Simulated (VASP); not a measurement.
A convergence study with VASP on SnO2 (rutile): one setting is varied, all else stays as given below, so the limit is that of these other settings. The cell's lengths are 1 % over those of the tabulated start and one atom is moved, so it is off equilibrium.

```
CELL_PARAMETERS angstrom
      4.78740     0.00000     0.00000
      0.00000     4.78740     0.00000
      0.00000     0.00000     3.22190
ATOMIC_POSITIONS crystal
  Sn 0.00000 0.00000 0.00000
  Sn 0.50000 0.50000 0.50000
  O  0.30700 0.30700 0.00000
  O  0.80700 0.19300 0.50000
  O  0.19300 0.80700 0.50000
  O  0.70566 0.69300 0.00000
```

Level of theory: LDA (Ceperley-Alder, Perdew-Zunger), VASP's LDA PAW potentials (set 64) (plane waves; VASP 6.6.1). The tightest run used: 1000 eV cut-off, 5×5×8 Γ-centred mesh, Gaussian smearing of 0.050 eV, potentials Sn_d O.

Unless said otherwise, spin-orbit coupling is left out, though it shifts the bands of the heavy elements here. Gaps are read on the run's mesh, which can miss a band edge.

**Question.** The settings run are ENCUT = 250; ENCUT = 300; ENCUT = 350; ENCUT = 400; ENCUT = 450; ENCUT = 500; ENCUT = 550; ENCUT = 600; ENCUT = 650; ENCUT = 700; ENCUT = 750; ENCUT = 800; ENCUT = 850; ENCUT = 1000. From which on does the stress (every component) stay within 0.5 GPa of the tightest run?

**Answer.** From ENCUT = 500 on: it is off by 0.19 there and by no more than 0.5 in any finer run, while ENCUT = 450 is off by 1.31.
```json
[
 {"setting": "ENCUT = 250", "E (eV/atom)": "-7.2438", "pressure (GPa)": "-94.35", "largest force (eV/Å)": "0.811", "gap on the mesh (eV)": "0.627", "plane waves": "673", "difference judged (GPa)": "89.17"},
 {"setting": "ENCUT = 300", "E (eV/atom)": "-7.1267", "pressure (GPa)": "-47.44", "largest force (eV/Å)": "0.965", "gap on the mesh (eV)": "0.684", "plane waves": "881", "difference judged (GPa)": "41.93"},
 {"setting": "ENCUT = 350", "E (eV/atom)": "-7.0714", "pressure (GPa)": "-22.58", "largest force (eV/Å)": "0.909", "gap on the mesh (eV)": "0.766", "plane waves": "1110", "difference judged (GPa)": "16.62"},
 {"setting": "ENCUT = 400", "E (eV/atom)": "-7.0489", "pressure (GPa)": "-11.61", "largest force (eV/Å)": "0.876", "gap on the mesh (eV)": "0.768", "plane waves": "1371", "difference judged (GPa)": "5.50"},
 {"setting": "ENCUT = 450", "E (eV/atom)": "-7.0390", "pressure (GPa)": "-7.47", "largest force (eV/Å)": "0.890", "gap on the mesh (eV)": "0.766", "plane waves": "1615", "difference judged (GPa)": "1.31"},
 {"setting": "ENCUT = 500", "E (eV/atom)": "-7.0363", "pressure (GPa)": "-6.39", "largest force (eV/Å)": "0.891", "gap on the mesh (eV)": "0.765", "plane waves": "1896", "difference judged (GPa)": "0.19"},
 {"setting": "ENCUT = 550", "E (eV/atom)": "-7.0365", "pressure (GPa)": "-6.37", "largest force (eV/Å)": "0.890", "gap on the mesh (eV)": "0.765", "plane waves": "2182", "difference judged (GPa)": "0.17"},
 {"setting": "ENCUT = 600", "E (eV/atom)": "-7.0379", "pressure (GPa)": "-6.53", "largest force (eV/Å)": "0.890", "gap on the mesh (eV)": "0.766", "plane waves": "2497", "difference judged (GPa)": "0.32"},
 {"setting": "ENCUT = 650", "E (eV/atom)": "-7.0392", "pressure (GPa)": "-6.60", "largest force (eV/Å)": "0.890", "gap on the mesh (eV)": "0.766", "plane waves": "2802", "difference judged (GPa)": "0.39"},
 {"setting": "ENCUT = 700", "E (eV/atom)": "-7.0403", "pressure (GPa)": "-6.56", "largest force (eV/Å)": "0.890", "gap on the mesh (eV)": "0.768", "plane waves": "3122", "difference judged (GPa)": "0.35"},
 {"setting": "ENCUT = 750", "E (eV/atom)": "-7.0408", "pressure (GPa)": "-6.46", "largest force (eV/Å)": "0.890", "gap on the mesh (eV)": "0.768", "plane waves": "3470", "difference judged (GPa)": "0.25"},
 {"setting": "ENCUT = 800", "E (eV/atom)": "-7.0412", "pressure (GPa)": "-6.35", "largest force (eV/Å)": "0.890", "gap on the mesh (eV)": "0.768", "plane waves": "3831", "difference judged (GPa)": "0.14"},
 {"setting": "ENCUT = 850", "E (eV/atom)": "-7.0413", "pressure (GPa)": "-6.26", "largest force (eV/Å)": "0.890", "gap on the mesh (eV)": "0.768", "plane waves": "4179", "difference judged (GPa)": "0.05"},
 {"setting": "ENCUT = 1000", "E (eV/atom)": "-7.0413", "pressure (GPa)": "-6.21", "largest force (eV/Å)": "0.891", "gap on the mesh (eV)": "0.768", "plane waves": "5352", "difference judged (GPa)": "0.00"}
]
```

Left out are rungs that failed or repeat a setting and relaxations that didn't move; long series are thinned to 24 rows.

The compound is SnO2 in the rutile structure. The cell was not relaxed at this level, it is distorted from the ideal structure.
